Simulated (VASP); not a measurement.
Consider the following.

```
PbTe
1.0
    0.00000     3.28388     3.28388
    3.28388     0.00000     3.28388
    3.28388     3.28388     0.00000
Te Pb
1 1
Direct
  0.50000   0.50000   0.50000
  0.00000   0.00000   0.00000
```

Calculation: PBE GGA, VASP's PBE PAW potentials (set 64) (plane waves; VASP). Numerical set-up: PREC = Normal, EDIFF = 1E-5, 400 eV cut-off, 8×8×8 Γ-centred mesh, Gaussian smearing of 0.050 eV, potentials Te Pb_d.

Unless said otherwise, spin-orbit coupling is left out, though it shifts the bands of the heavy elements here.

### Question
Predict the energy per atom (σ→0), band gap (on the k-mesh) with the smallest direct gap where there is one.

### Answer

The band gap (on the k-mesh) is 0.83 eV. The smallest direct gap (on the k-mesh) is 0.83 eV. The energy per atom (σ→0) is -362.9 kJ/mol of atoms.

Only differences to runs with the same potentials and settings are physical.

The compound is PbTe in the rock salt structure. It was relaxed first, which changed the volume by +5 %.
